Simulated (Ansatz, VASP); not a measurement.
# One calculation of Mg6TiSb, two programs

```
Sb Ti Mg
1.0
     4.98289    0.00000    0.00000
     0.00000    3.15712    5.29639
     0.00000   -3.15712    5.29639
Sb Ti Mg
1 1 6
Direct
  0.00000 0.32572 0.32572
  0.50000 0.16891 0.16891
  0.00000 0.83342 0.83342
  0.00000 0.33180 0.83655
  0.00000 0.83655 0.33180
  0.50000 0.66497 0.66497
  0.50000 0.16281 0.67582
  0.50000 0.67582 0.16281
```

Change from the starting cell: volume scaled by 0.96.

Alike in both runs: task single point; functional PBE; k mesh 5 × 5 × 5; occupations fermi-dirac, width 0.05 eV; no spin polarisation.

|  | VASP | Ansatz |
| --- | --- | --- |
| version | VASP 6.6.1 | Ansatz 0.2.0 |
| potentials or method | VASP PAW PBE potentials, release 64 (Sb, Ti_sv, Mg) | Ansatz PAW |
| plane-wave cutoff (eV) | 520 | 420 |
| valence electrons in the cell | 29 | 87 |

Ansatz gave:

```
gap on the k mesh at the Fermi level (eV)       : none
pressure (GPa)                                  : 2.1
largest component of the traceless stress (GPa) : 0.37
rms of the force components (eV/Å)              : 0.028
```

Task: Estimate VASP's values.

Result: gap on the k mesh at the Fermi level (eV): none; pressure (GPa): 2.0; largest component of the traceless stress (GPa): 0.37; rms of the force components (eV/Å): 0.028.

Atom by atom the forces differ by 0.002 eV/Å (rms over components). A gap of «none» marks a metal or a gap that the smearing closes. With one functional, cell and mesh, what is left measures potentials, basis and numerics. The two sets of potentials don't hold the same shells in valence.

The runs have no spin-orbit coupling, so splittings on Sb are missing.
